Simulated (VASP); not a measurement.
Data:

```
CELL_PARAMETERS angstrom
      0.00000     2.27623     2.27623
      2.27623     0.00000     2.27623
      2.27623     2.27623     0.00000
ATOMIC_POSITIONS crystal
  B  0.00000 0.00000 0.00000
  P  0.25000 0.25000 0.25000
```

Computed with optB88-vdW, VASP's PBE PAW potentials (set 64) (plane waves; VASP 6.6.1). Numerical set-up: 520 eV cut-off, Gaussian smearing of 0.050 eV, potentials B P.

### Question
Give the energies of bands 2 to 7 at the high-symmetry points, in eV from the valence-band maximum.

### Answer

```
band     Γ      X      U      L      W
----  ----  -----  -----  -----  -----
2     0.00  -8.44  -8.03  -8.86  -7.93
3     0.00  -4.02  -6.05  -1.72  -5.52
4     0.00  -4.02  -3.42  -1.72  -5.32
5     3.50   1.53   2.32   3.83   5.46
6     3.50   1.82   6.10   4.85   6.87
7     3.50  12.08   9.76   4.85   7.28
```

The gap is indirect, 1.42 eV, from the valence maximum at Γ to the conduction minimum at Γ-X at 0.79.

The compound is BP in the zinc blende structure. It was relaxed first.
